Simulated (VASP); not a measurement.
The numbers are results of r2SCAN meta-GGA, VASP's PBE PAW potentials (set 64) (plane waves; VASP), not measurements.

A VASP calculation is set up with these files.

### POSCAR
```
ErGe2
1
    4.3768147512    -0.0000000000     0.0000000000
   -2.1884073756     3.7904323231     0.0000000000
   -0.0000000000    -0.0000000000     3.7936281686
Er Ge
1 2
Direct
  1.0000000000   1.0000000000   1.0000000000
  0.3333330000   0.6666670000   0.5000000000
  0.6666670000   0.3333330000   0.5000000000
```

INCAR:
```
SYSTEM = ErGe2
PREC = Accurate
ENCUT = 400
EDIFF = 1E-6
NELM = 100
ALGO = Normal
LREAL = .FALSE.
LASPH = .TRUE.
ISMEAR = 1
SIGMA = 0.1
METAGGA = R2SCAN
LMIXTAU = .TRUE.
LMAXMIX = 6
LWAVE = .FALSE.
LCHARG = .FALSE.
IBRION = 2
ISIF = 3
NSW = 60
EDIFFG = -0.02
```

### KPOINTS
```
Automatic mesh
0
Gamma
7 7 7
0 0 0
```

POTCAR, in this order: Er_3 Ge_d (PBE.64 set). Program: vasp_std.

The resulting files:

**OSZICAR**
```
       N       E                     dE             d eps       ncg     rms          rms(c)
DAV:   1     0.201229495460E+03    0.20123E+03   -0.16835E+04  1702   0.335E+03
DAV:   2    -0.344404863610E+02   -0.23567E+03   -0.23344E+03  2118   0.741E+02
DAV:   3    -0.641972938230E+02   -0.29757E+02   -0.29156E+02  2076   0.179E+02
DAV:   4    -0.664721615332E+02   -0.22749E+01   -0.21885E+01  1894   0.392E+01
DAV:   5    -0.665430888117E+02   -0.70927E-01   -0.70884E-01  2208   0.811E+00    0.208E+01
DAV:   6    -0.629957966295E+02    0.35473E+01   -0.10072E+00  2238   0.189E+01    0.116E+01
DAV:   7    -0.622778033522E+02    0.71799E+00   -0.90286E-01  2436   0.149E+01    0.900E-01
DAV:   8    -0.631624655476E+02   -0.88466E+00   -0.73161E-01  1708   0.670E+00    0.136E+00
DAV:   9    -0.630289703064E+02    0.13350E+00   -0.52431E-02  2300   0.257E+00    0.446E-01
DAV:  10    -0.630198109973E+02    0.91593E-02   -0.43715E-02  2110   0.140E+00    0.285E-01
DAV:  11    -0.630196922298E+02    0.11877E-03   -0.14973E-03  1686   0.361E-01    0.249E-01
DAV:  12    -0.630196896576E+02    0.25721E-05   -0.77438E-05  2354   0.109E-01    0.260E-01
DAV:  13    -0.630196931240E+02   -0.34663E-05   -0.40626E-04  1926   0.182E-01    0.174E-01
DAV:  14    -0.630202446770E+02   -0.55155E-03   -0.14219E-03  2186   0.452E-01    0.343E-02
DAV:  15    -0.630202609750E+02   -0.16298E-04   -0.11978E-04  1824   0.930E-02    0.475E-02
DAV:  16    -0.630202678682E+02   -0.68932E-05   -0.81028E-06  2156   0.396E-02    0.394E-02
DAV:  17    -0.630202646871E+02    0.31812E-05   -0.74027E-06  1844   0.369E-02    0.203E-02
DAV:  18    -0.630202694447E+02   -0.47576E-05   -0.17111E-06  1284   0.174E-02    0.200E-02
DAV:  19    -0.630202678181E+02    0.16266E-05   -0.18148E-06  1060   0.295E-02    0.119E-02
DAV:  20    -0.630202699955E+02   -0.21774E-05   -0.10587E-06  1162   0.149E-02    0.805E-03
DAV:  21    -0.630202724318E+02   -0.24363E-05   -0.46801E-07   944   0.155E-02    0.497E-03
DAV:  22    -0.630202713763E+02    0.10555E-05   -0.30493E-07   908   0.120E-02    0.366E-03
DAV:  23    -0.630202720181E+02   -0.64182E-06   -0.24724E-07   890   0.119E-02
   1 F= -.63020272E+02 E0= -.63020042E+02  d E =-.630203E+02
```

OUTCAR:
```
------------------------ aborting loop because EDIFF is reached ----------------------------------------
  FORCE on cell =-STRESS in cart. coord.  units (eV):
  Direction    XX          YY          ZZ          XY          YZ          ZX
  --------------------------------------------------------------------------------------
  Total       -0.0398955     -0.0398955     -0.0152977      0.0000000      0.0000000      0.0000000
  in kB       -1.0156238     -1.0156236     -0.3894357      0.0000000      0.0000000      0.0000000
  external PRESSURE =      -0.8068943 kB  Pullay stress =       0.0000000 kB
  volume of cell :       62.94
      direct lattice vectors                 reciprocal lattice vectors
     4.376814751  0.000000000  0.000000000     0.228476656  0.131911074  0.000000000
    -2.188407376  3.790432323  0.000000000     0.000000000  0.263822149  0.000000000
     0.000000000  0.000000000  3.793628169     0.000000000  0.000000000  0.263599898
 POSITION                                       TOTAL-FORCE (eV/Angst)
 -----------------------------------------------------------------------------------
      0.00000      0.00000      0.00000         0.000000     -0.000000      0.000000
     -0.00000      2.52696      1.89681        -0.000000      0.000000      0.000000
      2.18841      1.26348      1.89681         0.000000      0.000000      0.000000
 -----------------------------------------------------------------------------------
    total drift:                                0.000000      0.000000      0.000000
  FREE ENERGIE OF THE ION-ELECTRON SYSTEM (eV)
  ---------------------------------------------------
  free  energy   TOTEN  =       -63.0202720181 eV

  energy  without entropy=      -63.0195831980  energy(sigma->0) =      -63.02004241

 reached required accuracy - stopping structural energy minimisation
```
(Selected blocks of OUTCAR.)

The 4f electrons are frozen in the core of the lanthanide potential, so 4f levels, which can set the real gap, and their magnetism are missing.

The structure was generated: ErGe2 was put into the AlB2 type (P6/mmm), which need not be its known phase. It was relaxed first, which changed the volume by -23 %. The start is the result of an earlier pass. The electron count is odd and the run is not spin-polarised, which forces a metal.
